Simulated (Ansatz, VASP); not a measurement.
**One calculation of K3Ge, two programs**

```
Ge K
1.0
     0.00000    4.28208    4.28208
     4.28208    0.00000    4.28208
     4.28208    4.28208    0.00000
Ge K
1 3
Cartesian
  0.0000 0.0000 0.0000
  4.2821 4.2821 4.2821
  6.4231 6.4231 6.4231
  2.1410 2.1410 2.1410
```

Change from the starting cell: volume scaled by 0.98.

Alike in both runs: task single point; functional PBE; k mesh 6 × 6 × 6; occupations fermi-dirac, width 0.05 eV; no spin polarisation.

```csv
,VASP,Ansatz
version,VASP 6.6.1,Ansatz 0.2.0
potentials or method,"VASP PAW PBE potentials, release 64 (Ge_d, K_sv)",Ansatz PAW
plane-wave cutoff (eV),520,420
valence electrons in the cell,41,41
```

|  | VASP | Ansatz | Ansatz less VASP |
| --- | --- | --- | --- |
| gap on the k mesh at the Fermi level (eV) | none | none | - |
| pressure (GPa) | 0.2 | 0.2 | +0.01 |

A gap of «none» marks a metal or a gap that the smearing closes. With one functional, cell and mesh, what is left measures potentials, basis and numerics.
